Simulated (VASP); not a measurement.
Input of a VASP 6.6.1 run:

INCAR

```
SYSTEM = CsNbCl2
PREC     = Accurate       ! precision mode
ENCUT    = 520            ! plane-wave cutoff, eV
EDIFF    = 1E-6           ! SCF threshold, eV
ISMEAR   = 0              ! smearing method
SIGMA    = 0.05           ! smearing width, eV
LREAL    = .False.        ! projectors in reciprocal space
LASPH    = .True.         ! aspherical terms in the spheres
NELM     = 80             ! most SCF steps
ALGO     = Fast           ! electronic algorithm
ISIF     = 2              ! what is computed and relaxed
LWAVE    = .False.        ! write WAVECAR
LCHARG   = .False.        ! write CHGCAR
GGA      = RP             ! functional
IBRION   = 2              ! ionic algorithm
NSW      = 40             ! ionic steps
EDIFFG   = -0.01          ! ionic threshold
```

File KPOINTS:

```
regular mesh
0
Gamma
  8 8 3
  0 0 0
```

POSCAR

```
CsNbCl2
1.0
    3.3301400000      0.0000000000      0.0000000000
    0.0000000000      3.3301400000      0.0000000000
    0.0000000000      0.0000000000      8.4323000000
Cs Nb Cl
1 1 2
Direct
    0.5000000000      0.5000000000      0.5000000000
    0.5000000000      0.5000000000      0.0000000000
    0.0000000000      0.0000000000      0.8238100000
    0.0000000000      0.0000000000      0.1761900000
```

Potentials or basis: VASP PAW PBE potentials, release 64 (Cs_sv, Nb_sv, Cl).

Command:

```console
$ cat potpaw_PBE.64/Cs_sv/POTCAR potpaw_PBE.64/Nb_sv/POTCAR potpaw_PBE.64/Cl/POTCAR > POTCAR
$ mpirun -np 1 vasp_std > vasp.out
```

(1) Estimate the energy gained by relaxing.

(2) What does it give for the band gap on the k mesh?

## Answers

(1) 0.4 meV/atom.

(2) none (metal or under the smearing width).
